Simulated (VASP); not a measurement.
**CdTe: GW quasiparticle gap**

Wanted: how far GW moves the Kohn-Sham levels of CdTe. The cell is of the zinc-blende type, one of the forms listed for this formula, which need not be the common one. The start is a cell from a database of measured crystal structures.

Program: VASP 6.6.1. Level of theory: PBE; plane waves and PAW (Cd_GW, Te_GW), in the first sound run; inputs show where later runs differ. Results are calculated unless marked as measured.

### 1. Set-up

Symmetry: F-43m, No. 216, cubic system. The conventional cell has a = 6.480 Å, b = 6.480 Å, c = 6.480 Å, α = 90.00°, β = 90.00°, γ = 90.00°. Nearest to Cd lie 4 Te at 2.81 Å. Nearest to Te lie 4 Cd at 2.81 Å. Farther neighbours and most contacts between anions are not listed.

Structure file:

```cif
data_structure
_symmetry_space_group_name_H-M 'F-43m'
_symmetry_Int_Tables_number 216
_cell_length_a 6.4800
_cell_length_b 6.4800
_cell_length_c 6.4800
_cell_angle_alpha 90.000
_cell_angle_beta 90.000
_cell_angle_gamma 90.000
_cell_volume 272.10
loop_
_atom_site_label
_atom_site_type_symbol
_atom_site_symmetry_multiplicity
_atom_site_Wyckoff_symbol
_atom_site_fract_x
_atom_site_fract_y
_atom_site_fract_z
_atom_site_occupancy
Cd1 Cd 4 a 0.00000 0.00000 0.00000 1
Te1 Te 4 d 0.25000 0.25000 0.75000 1
```

### 2. Ground state

The orbitals come from a self-consistent PBE run with a tight EDIFF and a narrow smearing. KPOINTS_OPT adds the bands along a path, which shows whether the mesh holds the band edges.

Input file INCAR:

```
SYSTEM = CdTe
PREC = Accurate
ENCUT = 300
EDIFF = 1E-08
NELM = 100
ISMEAR = 0
SIGMA = 0.01
LREAL = .FALSE.
ALGO = Normal
GGA = PE
NBANDS = 15
LORBIT = 11
LWAVE = .TRUE.
LCHARG = .FALSE.
KPAR = 8
```

Input file POSCAR:

```
CdTe
1.0
    0.0000000000      3.2400000000      3.2400000000
    3.2400000000      0.0000000000      3.2400000000
    3.2400000000      3.2400000000      0.0000000000
Cd Te
1 1
Direct
    0.0000000000      0.0000000000      0.0000000000
    0.2500000000      0.2500000000      0.2500000000
```

Input file KPOINTS:

```
Automatic mesh
0
Gamma
4 4 4
0 0 0
```

Input file KPOINTS_OPT:

```
Line mode
12
Line-mode
Reciprocal
  0.00000000   0.00000000   0.00000000 GAMMA
  0.50000000   0.00000000   0.50000000 X

  0.50000000   0.00000000   0.50000000 X
  0.50000000   0.25000000   0.75000000 W

  0.50000000   0.25000000   0.75000000 W
  0.37500000   0.37500000   0.75000000 K

  0.37500000   0.37500000   0.75000000 K
  0.00000000   0.00000000   0.00000000 GAMMA

  0.00000000   0.00000000   0.00000000 GAMMA
  0.50000000   0.50000000   0.50000000 L

  0.50000000   0.50000000   0.50000000 L
  0.62500000   0.25000000   0.62500000 U

  0.62500000   0.25000000   0.62500000 U
  0.50000000   0.25000000   0.75000000 W

  0.50000000   0.25000000   0.75000000 W
  0.50000000   0.50000000   0.50000000 L

  0.50000000   0.50000000   0.50000000 L
  0.37500000   0.37500000   0.75000000 K

  0.62500000   0.25000000   0.62500000 U
  0.50000000   0.00000000   0.50000000 X
```

PAW data sets: Cd_GW and Te_GW (PBE family, release 64).

Command:

```
$ mpirun -np 8 vasp_std
```

What it wrote:

```text
[banner, memory and clock lines left out]
running    8 mpi-ranks, on    1 nodes
 distrk:  each k-point on    1 cores,    8 groups
 distr:  one band on    1 cores,    1 groups

 POSCAR found type information on POSCAR CdTe
 POSCAR found :  2 types and       2 ions
|                                                                             |
|           W    W    AA    RRRRR   N    N  II  N    N   GGGG   !!!           |
|           W    W   A  A   R    R  NN   N  II  NN   N  G    G  !!!           |
|           W    W  A    A  R    R  N N  N  II  N N  N  G       !!!           |
|           W WW W  AAAAAA  RRRRR   N  N N  II  N  N N  G  GGG   !            |
|           WW  WW  A    A  R   R   N   NN  II  N   NN  G    G                |
|           W    W  A    A  R    R  N    N  II  N    N   GGGG   !!!           |
|                                                                             |
|     For optimal performance we recommend to set                             |
|       NCORE = 2 up to number-of-cores-per-socket                            |
|     NCORE specifies how many cores store one orbital (NPAR=cpu/NCORE).      |
|     This setting can greatly improve the performance of VASP for DFT.       |
|     The default, NCORE=1 might be grossly inefficient on modern             |
|     multi-core architectures or massively parallel machines. Do your        |
|     Unfortunately you need to use the default for GW and RPA                |
|     calculations (for HF NCORE is supported but not extensively tested      |
|     yet).                                                                   |
|                                                                             |

 LDA part: xc-table for (Slater+PW92), standard interpolation
 POSCAR, INCAR and KPOINTS ok, starting setup
 FFT: planning ... GRIDC
 FFT: planning ... GRID_SOFT
 FFT: planning ... GRID
 WAVECAR not read
 entering main loop
       N       E                     dE             d eps       ncg     rms          rms(c)
DAV:   1     0.588398933332E+02    0.58840E+02   -0.68495E+03   296   0.724E+02
DAV:   2    -0.265430588163E+01   -0.61494E+02   -0.60075E+02   338   0.205E+02
DAV:   3    -0.493141617790E+01   -0.22771E+01   -0.22712E+01   328   0.398E+01
DAV:   4    -0.499376039795E+01   -0.62344E-01   -0.62337E-01   392   0.746E+00
DAV:   5    -0.499536840017E+01   -0.16080E-02   -0.16080E-02   358   0.107E+00    0.487E+00
DAV:   6    -0.476367931719E+01    0.23169E+00   -0.37301E-01   353   0.736E+00    0.388E+00
DAV:   7    -0.474048686109E+01    0.23192E-01   -0.13379E-01   268   0.238E+00    0.144E+00
DAV:   8    -0.474083763547E+01   -0.35077E-03   -0.15586E-02   379   0.137E+00    0.201E-01
DAV:   9    -0.474105875872E+01   -0.22112E-03   -0.15199E-03   342   0.463E-01    0.431E-02
DAV:  10    -0.474111876974E+01   -0.60011E-04   -0.29964E-04   335   0.207E-01    0.209E-02
DAV:  11    -0.474113446625E+01   -0.15697E-04   -0.55524E-05   317   0.655E-02    0.808E-03
DAV:  12    -0.474113499076E+01   -0.52452E-06   -0.51272E-06   394   0.161E-02    0.376E-03
DAV:  13    -0.474113548032E+01   -0.48956E-06   -0.11271E-06   289   0.718E-03    0.369E-04
DAV:  14    -0.474113549035E+01   -0.10030E-07   -0.81398E-08   348   0.199E-03    0.355E-04
DAV:  15    -0.474113556339E+01   -0.73040E-07   -0.15059E-08   272   0.112E-03    0.161E-04
DAV:  16    -0.474113555617E+01    0.72273E-08   -0.15584E-09   260   0.315E-04
   1 F= -.47411356E+01 E0= -.47411356E+01  d E =-.436470E-27
 Start KPOINTS_OPT (optional k-point list driver)
k-point batch [1-8\120]
       N       E                     dE             ncg
DAV:   1     0.106759962728E+03   -0.78330E+03      304
DAV:   2    -0.373764091527E+03   -0.48052E+03      324
DAV:   3    -0.392469590546E+03   -0.18705E+02      325
DAV:   4    -0.393338322328E+03   -0.86873E+00      359
DAV:   5    -0.393359651409E+03   -0.21329E-01      332
DAV:   6    -0.393360485654E+03   -0.83424E-03      359
DAV:   7    -0.393360496636E+03   -0.10982E-04      348
DAV:   8    -0.393360497018E+03   -0.38166E-06      373
DAV:   9    -0.393360497021E+03   -0.37577E-08      268
[...]
k-point batch [113-120\120]
       N       E                     dE             ncg
DAV:   1     0.142927169587E+02   -0.34847E+04      304
DAV:   2    -0.441998227592E+03   -0.45629E+03      345
DAV:   3    -0.457920989096E+03   -0.15923E+02      332
DAV:   4    -0.458655488340E+03   -0.73450E+00      381
DAV:   5    -0.458668486330E+03   -0.12998E-01      340
DAV:   6    -0.458669257891E+03   -0.77156E-03      410
DAV:   7    -0.458669266456E+03   -0.85646E-05      305
DAV:   8    -0.458669266818E+03   -0.36168E-06      379
DAV:   9    -0.458669266824E+03   -0.62695E-08      278
 writing wavefunctions
```

The job ended after 19 s (8 MPI ranks of AMD EPYC 7R43, shared host; peak memory 1.1 GiB).

The logs omit lines about the potential files and the build; timing stands in the text.

Parts of OUTCAR (step 2):

```text
ion  position               nearest neighbor table
   1  0.000  0.000  0.000-   2 2.81   2 2.81   2 2.81   2 2.81
   2  0.250  0.250  0.250-   1 2.81   1 2.81   1 2.81   1 2.81

  LATTYP: Found a face centered cubic cell.
 ALAT       =     6.4800000000

 Subroutine GETGRP returns: Found 24 space group operations
 (whereof 24 operations were pure point group operations)

The static configuration has the point symmetry T_d .

 Found      8 irreducible k-points:

   k-points           NKPTS =      8   k-points in BZ     NKDIM =      8   number of bands    NBANDS=     15

   dimension x,y,z NGX =    28 NGY =   28 NGZ =   28
   dimension x,y,z NGXF=    56 NGYF=   56 NGZF=   56

   ENCUT  =  300.0 eV  22.05 Ry    4.70 a.u.   6.47  6.47  6.47*2*pi/ulx,y,z

   NELECT =      18.0000    total number of electrons

 k-points in reciprocal lattice and weights: Automatic mesh
   0.00000000  0.00000000  0.00000000       0.016
   0.25000000  0.00000000  0.00000000       0.125
   0.50000000  0.00000000  0.00000000       0.062
   0.25000000  0.25000000  0.00000000       0.094
   0.50000000  0.25000000  0.00000000       0.375
  -0.25000000  0.25000000  0.00000000       0.188
   0.50000000  0.50000000  0.00000000       0.047
  -0.25000000  0.50000000  0.25000000       0.094

 average (electrostatic) potential at core
       1 -68.7342       2 -90.3239

 E-fermi :   3.4218

 k-point     1 :       0.0000    0.0000    0.0000
  band No.  band energies     occupation
    ...
      5      -4.6964      2.00000
      6      -4.6964      2.00000
      7       3.3478      2.00000
      8       3.3478      2.00000
      9       3.3478      2.00000
     10       4.0988      0.00000
     11       7.9379      0.00000
     12       7.9379      0.00000
     13       7.9379      0.00000
     14      10.7933      0.00000
    ...

 k-point     2 :       0.2500    0.0000    0.0000
  band No.  band energies     occupation
    ...
      5      -4.6965      2.00000
      6      -4.6965      2.00000
      7       0.6123      2.00000
      8       2.9171      2.00000
      9       2.9171      2.00000
     10       5.3185      0.00000
     11       8.4905      0.00000
     12       8.4905      0.00000
     13       8.7020      0.00000
     14      11.6217      0.00000
    ...

 k-point     3 :       0.5000    0.0000    0.0000
  band No.  band energies     occupation
    ...
      5      -4.6868      2.00000
      6      -4.3395      2.00000
      7      -1.0912      2.00000
      8       2.5693      2.00000
      9       2.5693      2.00000
     10       5.1468      0.00000
     11       8.5322      0.00000
     12       8.5323      0.00000
     13      10.4038      0.00000
     14      11.9778      0.00000
    ...

  Total        1.1309259      1.1309259      1.1309259      0.0000000      0.0000000     -0.0000000
  in kB       26.6366556     26.6366556     26.6366556      0.0000000      0.0000000     -0.0000000
  external PRESSURE =      26.6366556 kB  Pullay stress =       0.0000000 kB

  energy-cutoff  :      300.00
  volume of cell :       68.02
      direct lattice vectors                 reciprocal lattice vectors
     0.000000000  3.240000000  3.240000000    -0.154320988  0.154320988  0.154320988
     3.240000000  0.000000000  3.240000000     0.154320988 -0.154320988  0.154320988
     3.240000000  3.240000000  0.000000000     0.154320988  0.154320988 -0.154320988

 POSITION                                       TOTAL-FORCE (eV/Angst)
 -----------------------------------------------------------------------------------
      0.00000      0.00000      0.00000        -0.000000     -0.000000     -0.000000
      1.62000      1.62000      1.62000         0.000000      0.000000      0.000000
 -----------------------------------------------------------------------------------
    total drift:                                0.000001      0.000001      0.000001

  FREE ENERGIE OF THE ION-ELECTRON SYSTEM (eV)
  ---------------------------------------------------
  free  energy   TOTEN  =        -4.7411355562 eV

  energy  without entropy=       -4.7411355562  energy(sigma->0) =       -4.74113556

 total charge
# of ion       s       p       d       f       tot
--------------------------------------------------
    1        0.541   0.413   9.664   0.013  10.629
    2        1.560   2.660   0.045   0.000   4.264
--------------------------------------------------
tot          2.100   3.072   9.708   0.013  14.893

[... 3 further parts left out ...]
```

This step gave:

* free energy (TOTEN): -4.741 eV
* Fermi energy: 3.422 eV
* pressure: 2.664 GPa
* least gap on mesh and path: 0.7510 eV
* least direct gap on mesh and path: 0.7510 eV

The highest empty bands on the path are converged less tightly, to about 0.1 eV. The electronic bands at the labelled points (eV, zero at the valence-band top; v1 is the highest filled band, c1 the lowest empty one):

| point | v4 | v3 | v2 | v1 | c1 | c2 | c3 | c4 |
| --- | --- | --- | --- | --- | --- | --- | --- | --- |
| Γ | -8.04 | 0.00 | 0.00 | 0.00 | 0.75 | 4.59 | 4.59 | 4.59 |
| 0.45 of the way | -8.03 | -2.43 | -0.96 | -0.96 | 2.90 | 3.38 | 6.20 | 6.20 |
| X | -7.55 | -4.32 | -1.87 | -1.87 | 2.59 | 2.66 | 8.82 | 9.12 |
| 0.45 of the way | -7.51 | -4.28 | -2.07 | -2.02 | 3.18 | 3.20 | 7.66 | 7.70 |
| W | -7.46 | -4.20 | -2.33 | -2.21 | 4.24 | 4.67 | 5.55 | 6.30 |
| 0.45 of the way | -7.48 | -4.21 | -2.47 | -1.89 | 3.57 | 4.54 | 6.24 | 6.77 |
| K | -7.50 | -4.22 | -2.56 | -1.55 | 2.88 | 4.51 | 7.34 | 7.45 |
| 0.45 of the way | -7.93 | -3.25 | -1.69 | -0.54 | 2.92 | 5.05 | 5.37 | 5.43 |
| Γ | -8.04 | 0.00 | 0.00 | 0.00 | 0.75 | 4.59 | 4.59 | 4.59 |
| 0.55 of the way | -8.04 | -2.99 | -0.48 | -0.48 | 1.96 | 5.18 | 5.18 | 5.59 |
| L | -7.69 | -4.44 | -0.78 | -0.78 | 1.80 | 5.18 | 5.18 | 7.06 |
| 0.45 of the way | -7.63 | -4.31 | -1.79 | -1.05 | 2.78 | 4.76 | 5.86 | 6.98 |
| U | -7.50 | -4.22 | -2.56 | -1.55 | 2.88 | 4.51 | 7.34 | 7.45 |
| 0.45 of the way | -7.49 | -4.21 | -2.50 | -1.80 | 3.38 | 4.53 | 6.45 | 6.90 |
| W | -7.46 | -4.20 | -2.33 | -2.21 | 4.24 | 4.67 | 5.55 | 6.30 |
| 0.45 of the way | -7.58 | -4.23 | -2.18 | -1.36 | 3.36 | 4.58 | 5.95 | 7.34 |
| L | -7.69 | -4.44 | -0.78 | -0.78 | 1.80 | 5.18 | 5.18 | 7.06 |
| 0.45 of the way | -7.63 | -4.31 | -1.79 | -1.05 | 2.78 | 4.76 | 5.86 | 6.98 |
| K | -7.50 | -4.22 | -2.56 | -1.55 | 2.88 | 4.51 | 7.34 | 7.45 |
| jump to U | -7.50 | -4.22 | -2.56 | -1.55 | 2.88 | 4.51 | 7.34 | 7.45 |
| 0.55 of the way | -7.53 | -4.30 | -2.12 | -1.80 | 2.68 | 3.14 | 8.16 | 8.56 |
| X | -7.55 | -4.32 | -1.87 | -1.87 | 2.59 | 2.66 | 8.82 | 9.12 |

Of the projections kept (Cd, Te), the largest for each band there, as a share of the weight inside these atoms' spheres; weight between the spheres isn't counted:

| point | v4 | v3 | v2 | v1 | c1 | c2 | c3 | c4 |
| --- | --- | --- | --- | --- | --- | --- | --- | --- |
| Γ | Cd 1.00 | Te 0.84 | Te 0.84 | Te 0.84 | Cd 0.56 | Cd 0.68 | Cd 0.68 | Cd 0.68 |
| X | Cd 0.86 | Cd 0.53 | Te 0.80 | Te 0.80 | Cd 0.58 | Cd 0.57 | Te 0.81 | Te 0.54 |
| W | Cd 0.86 | Cd 0.53 | Te 0.77 | Te 0.78 | Te 0.58 | Te 0.74 | Cd 0.63 | Cd 0.51 |
| K | Cd 0.86 | Cd 0.52 | Te 0.77 | Te 0.80 | Cd 0.57 | Te 0.63 | Te 0.57 | Te 0.56 |
| Γ | Cd 1.00 | Te 0.84 | Te 0.84 | Te 0.84 | Cd 0.56 | Cd 0.68 | Cd 0.68 | Cd 0.68 |
| L | Cd 0.91 | Te 0.57 | Te 0.81 | Te 0.81 | Cd 0.61 | Cd 0.57 | Cd 0.57 | Te 0.72 |

The electronic bands as a text plot (rows in eV, shown from -8.0 to 4.6 only):

```
    4.3 |++          +++++     +++++           ++++
    3.8 |  ++       +  +                         + ++         +
    3.3 |    +++          +++                   +    +         +
    2.8 |   ++++++++    ++   ++             ++++      +   +++++++
    2.2 |  +                   +           +           + +
    1.7 | +                     +   +++++++             +
    1.2 |+                       + +
    0.7 |                         +
    0.1 |*                     *****
   -0.4 |***                 *****  ****
   -0.9 | * *             ***   *  *    *****         ******
   -1.4 |  * ***        **   ***    *      * ***    ***   * ***
   -2.0 |   *   ********    *        *      *   **** *     *   **
   -2.5 |            *******                 ********       ***
   -3.0 |    *               **       *
   -3.5 |     **            *          *
   -4.1 |       ************            *   ***********    ******
   -4.6 |                                ***           ****
   -5.1 |
   -5.6 |
   -6.2 |
   -6.7 |
   -7.2 |            **                          **
   -7.7 |    ********  *******         **********  **************
         Γ       X    W  K        Γ      L     U  W     L   K|U X
```

The cell has a gap of 0.751 eV on mesh and path and a pressure of +2.7 GPa, which holds the misfit of the given cell and coordinates with this functional, and any error of cutoff, mesh and data sets. Spin-orbit coupling is left out, which can shift or reorder these edges.

### 3. Empty bands, functional PBE

ALGO = Exact makes the empty bands from the converged ground state in one step. LOPTICS writes the k-derivatives of the orbitals (WAVEDER), which give the long-wavelength limit of the screening.

Input file INCAR:

```
SYSTEM = CdTe
PREC = Accurate
ENCUT = 300
ISMEAR = 0
SIGMA = 0.01
LREAL = .FALSE.
GGA = PE
NBANDS = 440
ALGO = Exact
NELM = 1
LWAVE = .TRUE.
LCHARG = .FALSE.
LOPTICS = .TRUE.
NEDOS = 1000
CSHIFT = 0.1
```

POSCAR is that of step 2.

KPOINTS is that of step 2.

Command:

```
$ mpirun -np 8 vasp_std
```

What it wrote:

```text
[banner, memory and clock lines left out]
running    8 mpi-ranks, on    1 nodes
 distrk:  each k-point on    8 cores,    1 groups
 distr:  one band on    1 cores,    8 groups

 POSCAR found type information on POSCAR CdTe
 POSCAR found :  2 types and       2 ions
 [... a notice as in an earlier step ...]

 LDA part: xc-table for (Slater+PW92), standard interpolation
 found WAVECAR, reading the header
  number of bands has changed, file:    15 present:   440
  trying to continue reading WAVECAR, but it might fail
 POSCAR, INCAR and KPOINTS ok, starting setup
 FFT: planning ... GRIDC
 FFT: planning ... GRID_SOFT
 FFT: planning ... GRID
 reading WAVECAR
 random initialization beyond band           15
 the WAVECAR file was read successfully
 initial charge from wavefunction
 entering main loop
       N       E                     dE             d eps       ncg     rms          rms(c)
DIA:   1    -0.474113555222E+01   -0.47411E+01    0.00000E+00     0   0.000E+00
   1 F= -.47411356E+01 E0= -.47411356E+01  d E =-.196530E-29
 writing wavefunctions
 optical routines
 imaginary and real dielectric function
 recalculating local potential from charge density
 direction            1
 direction            2
 direction            3
```

The job ended after 9.4 s (8 MPI ranks; peak memory 0.85 GiB; 67 s of CPU time).

OUTCAR, selected parts (step 3):

```text
The static configuration has the point symmetry T_d .

 Found      8 irreducible k-points:

   k-points           NKPTS =      8   k-points in BZ     NKDIM =      8   number of bands    NBANDS=    440

   NELECT =      18.0000    total number of electrons

 E-fermi :   3.4253

  Total        1.1308754      1.1308754      1.1308754     -0.0000000     -0.0000000      0.0000000
  in kB       26.6354675     26.6354675     26.6354675     -0.0000000     -0.0000000      0.0000000
  external PRESSURE =      26.6354675 kB  Pullay stress =       0.0000000 kB

 POSITION                                       TOTAL-FORCE (eV/Angst)
 -----------------------------------------------------------------------------------
      0.00000      0.00000      0.00000        -0.000000      0.000000      0.000000
      1.62000      1.62000      1.62000         0.000000     -0.000000     -0.000000
 -----------------------------------------------------------------------------------
    total drift:                                0.000001      0.000001      0.000001

  FREE ENERGIE OF THE ION-ELECTRON SYSTEM (eV)
  ---------------------------------------------------
  free  energy   TOTEN  =        -4.7411355522 eV

  energy  without entropy=       -4.7411355522  energy(sigma->0) =       -4.74113555

 plasma frequency squared (from intraband transitions) (eV^2)
  --------------------------------------------------------------------------------------
       0.000       0.000       0.000
       0.000       0.000       0.000
       0.000       0.000       0.000

[... 14 parts as in an earlier step ...]
```

The gap is read on the k-mesh alone, so it is an upper bound where the band edges lie off the mesh, and a coarse mesh can show a gap where there is none.

A gap read on the k-mesh alone can miss the band edges.

This step gave:

```yaml
gap_on_the_k_mesh: 0.7510 eV
least_direct_gap_on_the_k_mesh: 0.7510 eV
```

WAVECAR now holds 440 bands for 18 electrons. Its independent-particle dielectric tensor has xx, yy, zz = 28.3, 28.3, 28.3 on this mesh. It isn't tested for convergence in mesh or bands and lacks local fields, and at a small direct gap a coarse mesh makes it too large, which overscreens the GW step.

(Part 1 of 4 ends here.)

[Lines on the potential files, build, host, timing and source positions are cut from VASP's logs without a mark.]

[Logs are printed without paths, hosts, clocks, repeated set-up lines and the standing remarks that a program may print on its own settings, such as how far it seeks lower states.]

[Hosts, paths, dates, database ids (printed as entryN), source tags and the programs' standing remarks are cut or masked in the printed files.]

[Pressures printed for these runs are not shown converged in the cutoff: they can be off by several GPa and have the wrong sign.]

[In band tables of VASP the shares of atoms and orbitals are scaled to a sum of 1 inside the atoms' spheres.]
